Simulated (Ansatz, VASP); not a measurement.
# PtSe2 (1T-PtSe2 bilayer, AB) in two plane-wave programs

Wanted: the spread between two codes on one cell, functional and k mesh. The cell is taken from a series of runs on this material, whose earlier steps may have relaxed, scaled, displaced or heated it; both programs get it as it stands.

Program: Ansatz 0.2.0. Level of theory: plane waves, with VASP 6.6.1 beside it; single point at PBE with D3(BJ). Results are calculated unless marked as measured.

## (1) The starting structure

The cell holds 6 atoms: 4 Se and 2 Pt. Cell: a = 3.708 Å, b = 3.708 Å, c = 26.216 Å, α = 90.0°, β = 90.0°, γ = 120.0°. Vacuum lies along c.

## (2) VASP: single point, PBE with D3(BJ)

A single point gives forces, pressure and levels at one fixed geometry, so differences don't come from the geometry; what else differs is listed under the comparison.

Lines of VASP's logs that name or quote its potential files are left out, and so is its time.

Input file INCAR:

```
SYSTEM = PtSe2
PREC = Accurate
ENCUT = 400
EDIFF = 1E-06
NELM = 120
ISMEAR = -1
SIGMA = 0.05
LREAL = .FALSE.
ALGO = Normal
GGA = PE
IVDW = 12
NBANDS = 28
LASPH = .TRUE.
LORBIT = 11
LWAVE = .FALSE.
LCHARG = .FALSE.
ISIF = 2
LDIPOL = .TRUE.
IDIPOL = 3
DIPOL = 0.5 0.5 0.5
LVHAR = .TRUE.
GGA_COMPAT = .FALSE.
EFERMI = MIDGAP
NELMDL = -8
KPAR = 2
```

Input file POSCAR:

```
PtSe2
1.0
    3.7079729272      0.0000000000      0.0000000000
   -1.8539864636      3.2111987515      0.0000000000
    0.0000000000      0.0000000000     26.2158988048
Se Pt
4 2
Direct
    0.6666666666      0.3333333333      0.3433031256
    0.3333333333      0.6666666666      0.4442387324
    0.9999999999      1.0000000000      0.5557612676
    0.6666666666      0.3333333333      0.6566968744
    0.9999999999      1.0000000000      0.3939244704
    0.3333333333      0.6666666666      0.6060755296
```

Input file KPOINTS:

```
Automatic mesh
0
Gamma
12 12 1
0 0 0
```

The projector-augmented-wave data sets are Se and Pt (PBE family, release 64).

Started as:

```bash
$ mpirun -np 2 vasp_std
```

Numbers of over 12 decimals in the logs are rounded to 6 here.

Output:

```text
[banner, memory and clock lines left out]
running    2 mpi-ranks, on    1 nodes
 distrk:  each k-point on    1 cores,    2 groups
 distr:  one band on    1 cores,    1 groups

 POSCAR found type information on POSCAR SePt
 POSCAR found :  2 types and       6 ions
 LDA part: xc-table for (Slater+PW92), standard interpolation
 POSCAR, INCAR and KPOINTS ok, starting setup
 FFT: planning ... GRIDC
 FFT: planning ... GRID_SOFT
 FFT: planning ... GRID
 WAVECAR not read
 entering main loop
       N       E                     dE             d eps       ncg     rms          rms(c)
DAV:   1     0.298599860900E+03    0.29860E+03   -0.14766E+04  1064   0.101E+03
DAV:   2     0.557994724895E-01   -0.29854E+03   -0.28822E+03  1508   0.212E+02
DAV:   3    -0.294210573767E+02   -0.29477E+02   -0.28865E+02  1252   0.737E+01
DAV:   4    -0.301783457583E+02   -0.75729E+00   -0.75182E+00  1344   0.127E+01
DAV:   5    -0.301947221089E+02   -0.16376E-01   -0.16354E-01  1332   0.184E+00
DAV:   6    -0.301952100275E+02   -0.48792E-03   -0.48787E-03  1408   0.319E-01
DAV:   7    -0.301952268762E+02   -0.16849E-04   -0.16848E-04  1440   0.541E-02
DAV:   8    -0.301952273735E+02   -0.49735E-06   -0.49739E-06  1288   0.815E-03    0.175E+01
DAV:   9    -0.289166501080E+02    0.12786E+01   -0.94825E+00  1140   0.245E+01    0.100E+01
DAV:  10    -0.286170807303E+02    0.29957E+00   -0.27876E+00  1124   0.140E+01    0.436E+00
DAV:  11    -0.285250479755E+02    0.92033E-01   -0.21903E-01  1168   0.368E+00    0.111E+00
DAV:  12    -0.285145376501E+02    0.10510E-01   -0.66259E-02  1184   0.191E+00    0.288E-01
DAV:  13    -0.285150475881E+02   -0.50994E-03   -0.52796E-03  1232   0.404E-01    0.252E-01
DAV:  14    -0.285154023405E+02   -0.35475E-03   -0.42736E-04  1284   0.136E-01    0.200E-01
[...]
DAV:  18    -0.285153526496E+02    0.32542E-04   -0.46007E-05  1180   0.257E-02    0.459E-02
DAV:  19    -0.285153581346E+02   -0.54850E-05   -0.17370E-05  1188   0.175E-02    0.193E-02
DAV:  20    -0.285153731145E+02   -0.14980E-04   -0.22408E-05  1176   0.177E-02    0.783E-03
DAV:  21    -0.285153832019E+02   -0.10087E-04   -0.82676E-07   848   0.356E-03    0.104E-02
DAV:  22    -0.285154015924E+02   -0.18391E-04   -0.19077E-06   840   0.559E-03    0.450E-03
DAV:  23    -0.285154051872E+02   -0.35948E-05   -0.17278E-06   856   0.543E-03    0.296E-03
DAV:  24    -0.285154081673E+02   -0.29801E-05   -0.40948E-07   732   0.265E-03    0.609E-04
DAV:  25    -0.285154089357E+02   -0.76845E-06   -0.92646E-08   708   0.115E-03
   1 F= -.30696571E+02 E0= -.30696486E+02  d E =-.170281E-03
```

OUTCAR, selected parts (step 2):

```text
ion  position               nearest neighbor table
   1  0.667  0.333  0.343-   5 2.52   5 2.52   5 2.52
   2  0.333  0.667  0.444-   5 2.51   5 2.51   5 2.51
   3  1.000  0.000  0.556-   6 2.51   6 2.51   6 2.51
   4  0.667  0.333  0.657-   6 2.52   6 2.52   6 2.52
   5  1.000  0.000  0.394-   2 2.51   2 2.51   2 2.51   1 2.52   1 2.52   1 2.52
   6  0.333  0.667  0.606-   3 2.51   3 2.51   3 2.51   4 2.52   4 2.52   4 2.52

  LATTYP: Found a hexagonal cell.
 ALAT       =     3.7079729272
 C/A-ratio  =     7.0701429917

 Subroutine GETGRP returns: Found 12 space group operations
 (whereof  6 operations were pure point group operations)

The static configuration has the point symmetry C_3v.
 The point group associated with its full space group is D_3d.

 Found     19 irreducible k-points:

   k-points           NKPTS =     19   k-points in BZ     NKDIM =     19   number of bands    NBANDS=     28

   dimension x,y,z NGX =    24 NGY =   24 NGZ =  180
   dimension x,y,z NGXF=    48 NGYF=   48 NGZF=  360

   ENCUT  =  400.0 eV  29.40 Ry    5.42 a.u.   6.05  6.05 42.75*2*pi/ulx,y,z

   NELECT =      44.0000    total number of electrons

 k-points in reciprocal lattice and weights: Automatic mesh
   0.00000000  0.00000000  0.00000000       0.007
   0.08333333  0.00000000  0.00000000       0.042
   0.16666667  0.00000000  0.00000000       0.042
   0.25000000  0.00000000  0.00000000       0.042
   0.33333333  0.00000000  0.00000000       0.042
   0.41666667  0.00000000  0.00000000       0.042
   0.50000000  0.00000000  0.00000000       0.021
   0.08333333  0.08333333  0.00000000       0.042
   0.16666667  0.08333333  0.00000000       0.083
[...]
0.33333333  0.25000000  0.00000000       0.083
   0.33333333  0.33333333  0.00000000       0.014

 dipolmoment           0.000000      0.000000      0.000000 electrons x Angstroem

 average (electrostatic) potential at core
       1 -59.4175       2 -59.4726       3 -59.4726       4 -59.4175       5 -75.4753
       6 -75.4753

 E-fermi :  -0.4912

 k-point     1 :       0.0000    0.0000    0.0000
  band No.  band energies     occupation
    ...
     18      -1.4330      2.00000
     19      -1.4330      2.00000
     20      -1.2935      2.00000
     21      -1.2935      2.00000
     22      -1.1763      2.00000
     23       1.5361      0.00000
     24       1.5361      0.00000
     25       1.6639      0.00000
     26       1.6639      0.00000
     27       3.2929      0.00000
    ...

 k-point     2 :       0.0833    0.0000    0.0000
  band No.  band energies     occupation
    ...
     18      -1.5974      2.00000
     19      -1.4336      2.00000
     20      -1.4056      2.00000
     21      -1.2850      2.00000
     22      -0.8876      1.99928
     23       1.0275      0.00000
     24       1.1961      0.00000
     25       1.4057      0.00000
     26       1.5679      0.00000
     27       3.5684      0.00000
    ...

 k-point     3 :       0.1667    0.0000    0.0000
  band No.  band energies     occupation
    ...
     18      -1.6439      2.00000
     19      -1.5396      2.00000
     20      -1.5122      2.00000
     21      -1.3478      2.00000
     22      -0.9033      1.99947
     23       0.2342      0.00000
     24       0.5290      0.00000
     25       1.1755      0.00000
     26       1.3876      0.00000
     27       4.0757      0.00000
    ...

 Edisp (eV)   -2.18116

  Total      -0.05317    -0.05317    -0.04842    -0.00000     0.00000     0.00000
  in kB      -0.27291    -0.27291    -0.24854    -0.00000     0.00000     0.00000
  external pressure =       -0.26 kB  Pullay stress =        0.00 kB

  energy-cutoff  :      400.00
  volume of cell :      312.15
      direct lattice vectors                 reciprocal lattice vectors
     3.707972927  0.000000000  0.000000000     0.269689132  0.155705093  0.000000000
    -1.853986464  3.211198752  0.000000000     0.000000000  0.311410186  0.000000000
     0.000000000  0.000000000 26.215898805     0.000000000  0.000000000  0.038144792

 POSITION                                       TOTAL-FORCE (eV/Angst)
 -----------------------------------------------------------------------------------
      1.85399      1.07040      9.00000        -0.000000      0.000000     -0.002335
     -0.00000      2.14080     11.64612        -0.000000      0.000000      0.002193
      3.70797      0.00000     14.56978         0.000000     -0.000000     -0.002193
      1.85399      1.07040     17.21590         0.000000     -0.000000      0.002335
      3.70797      0.00000     10.32708        -0.000000     -0.000000     -0.000780
     -0.00000      2.14080     15.88881         0.000000     -0.000000      0.000780
 -----------------------------------------------------------------------------------
    total drift:                                0.000000      0.000000      0.000000

  FREE ENERGIE OF THE ION-ELECTRON SYSTEM (eV)
  ---------------------------------------------------
  free  energy   TOTEN  =       -30.6965713496 eV

  energy  without entropy=      -30.6964010683  energy(sigma->0) =      -30.69648621

 vacuum level on the upper side and lower side of the slab         4.332         4.332

 total charge
# of ion       s       p       d       tot
------------------------------------------
    1        1.477   2.249   0.056   3.783
    2        1.481   2.246   0.059   3.786
    3        1.481   2.246   0.059   3.786
    4        1.477   2.249   0.056   3.783
    5        0.678   0.697   7.999   9.375
    6        0.678   0.697   7.999   9.375
--------------------------------------------------
tot          7.273  10.386  16.229  33.888

[... 3 further parts left out ...]
```

(Continued in part 2 of 2.)

[Lines on the potential files, build, host, timing and source positions are cut from VASP's logs without a mark.]

[Logs are printed without paths, hosts, clocks, repeated set-up lines and the standing remarks that a program may print on its own settings, such as how far it seeks lower states.]

[Hosts, paths, dates, database ids (printed as entryN), source tags and the programs' standing remarks are cut or masked in the printed files.]
